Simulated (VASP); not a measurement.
Output of a VASP run:

### OSZICAR
```
       N       E                     dE             d eps       ncg     rms          rms(c)
DAV:   1     0.110943840829E+03    0.11094E+03   -0.90883E+03  2880   0.135E+03
DAV:   2    -0.163323765965E+02   -0.12728E+03   -0.11988E+03  3384   0.334E+02
DAV:   3    -0.219084080083E+02   -0.55760E+01   -0.54640E+01  4220   0.635E+01
DAV:   4    -0.221245108329E+02   -0.21610E+00   -0.21595E+00  3836   0.115E+01
DAV:   5    -0.221289199997E+02   -0.44092E-02   -0.44089E-02  4060   0.149E+00    0.203E+01
DAV:   6    -0.188455786097E+02    0.32833E+01   -0.16271E+01  3264   0.280E+01    0.759E+00
DAV:   7    -0.187259955467E+02    0.11958E+00   -0.75535E-01  3452   0.697E+00    0.550E+00
DAV:   8    -0.187214054035E+02    0.45901E-02   -0.13510E-01  3104   0.357E+00    0.127E+00
DAV:   9    -0.187178356083E+02    0.35698E-02   -0.28379E-02  3696   0.114E+00    0.427E-01
DAV:  10    -0.187183158285E+02   -0.48022E-03   -0.20013E-03  3304   0.581E-01    0.326E-01
DAV:  11    -0.187181301827E+02    0.18565E-03   -0.66334E-04  3236   0.208E-01    0.171E-02
DAV:  12    -0.187181289386E+02    0.12441E-05   -0.12917E-05  4188   0.398E-02    0.116E-02
DAV:  13    -0.187181287897E+02    0.14892E-06   -0.41919E-07  3436   0.659E-03    0.101E-03
DAV:  14    -0.187181288276E+02   -0.37887E-07   -0.18873E-08  1836   0.119E-03
   1 F= -.18718129E+02 E0= -.18718129E+02  d E =0.000000E+00
```

File OUTCAR:
```
------------------------ aborting loop because EDIFF is reached ----------------------------------------
  FORCE on cell =-STRESS in cart. coord.  units (eV):
  Direction    XX          YY          ZZ          XY          YZ          ZX
  --------------------------------------------------------------------------------------
  Total       -0.0168391     -0.0168391     -0.0168391     -0.0000000      0.0000000      0.0000000
  in kB       -1.0209869     -1.0209869     -1.0209869     -0.0000000      0.0000000      0.0000000
  external PRESSURE =      -1.0209869 kB  Pullay stress =       0.0000000 kB
  volume of cell :       26.42
      direct lattice vectors                 reciprocal lattice vectors
     0.000000000  2.364068190  2.364068190    -0.211499821  0.211499821  0.211499821
     2.364068190  0.000000000  2.364068190     0.211499821 -0.211499821  0.211499821
     2.364068190  2.364068190  0.000000000     0.211499821  0.211499821 -0.211499821
 POSITION                                       TOTAL-FORCE (eV/Angst)
 -----------------------------------------------------------------------------------
      0.00000      0.00000      0.00000        -0.000000     -0.000000     -0.000000
      2.36407      2.36407      2.36407         0.000000      0.000000      0.000000
 -----------------------------------------------------------------------------------
    total drift:                                0.000000      0.000000      0.000000
  FREE ENERGIE OF THE ION-ELECTRON SYSTEM (eV)
  ---------------------------------------------------
  free  energy   TOTEN  =       -18.7181288276 eV

  energy  without entropy=      -18.7181288276  energy(sigma->0) =      -18.71812883

 total charge

# of ion       s       p       d       tot
------------------------------------------
    1        2.171   6.040   1.599   9.810
    2        0.890   1.463   0.000   2.353
--------------------------------------------------
tot          3.061   7.503   1.599  12.163
```
(Selected blocks of OUTCAR.)

**POSCAR**
```
ZrC
1
    0.0000000000     2.3640681896     2.3640681896
    2.3640681896    -0.0000000000     2.3640681896
    2.3640681896     2.3640681896     0.0000000000
Zr C
1 1
Direct
  0.0000000000   0.0000000000   0.0000000000
  0.5000000000   0.5000000000   0.5000000000
```

Question: Write an INCAR and KPOINTS that could have produced this output.

Answer: This is not unique; one that fits is the input of the run itself, revPBE GGA, plane waves, VASP's PBE PAW potentials (set 64).

### INCAR
```
SYSTEM = ZrC
PREC = Accurate; ENCUT = 520; LREAL = .FALSE.
LASPH = .TRUE.
EDIFF = 1E-7; NELM = 100; ALGO = Normal
LMAXMIX = 4
ISMEAR = -5
GGA = RE
ISIF = 2
LWAVE = .FALSE.; LCHARG = .TRUE.; LORBIT = 11
NEDOS = 601
```

KPOINTS:
```
Automatic mesh
0
Gamma
15 15 15
0 0 0
```

POTCAR, in this order: Zr_sv C (PBE.64 set). Program: vasp_std.

For a metal the tetrahedron method with Blöchl corrections gives inexact stress and forces.

The compound is ZrC in the rock salt structure. It was relaxed first.
